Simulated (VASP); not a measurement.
```
CELL_PARAMETERS angstrom
      4.47017     0.00000     0.00000
      0.00000     4.47017     0.00000
      0.00000     0.00000     2.99163
ATOMIC_POSITIONS crystal
  Mg 0.00000 0.00000 0.00000
  Mg 0.50000 0.50000 0.50000
  H  0.30431 0.30431 0.00000
  H  0.80431 0.19569 0.50000
  H  0.19569 0.80431 0.50000
  H  0.69569 0.69569 0.00000
```

These are PBEsol GGA, VASP's PBE PAW potentials (set 64) (plane waves; VASP 6.6.1) values and carry that method's errors. Settings: 400 eV cut-off, 6×6×8 Γ-centred mesh, tetrahedra with Blöchl corrections, potentials Mg H.

Question: What does the run give for the energy per atom (σ→0)?

Answer: 
```yaml
energy per atom (σ→0): -2.955 eV/atom
```

The compound is MgH2 in the rutile structure. It was relaxed first.
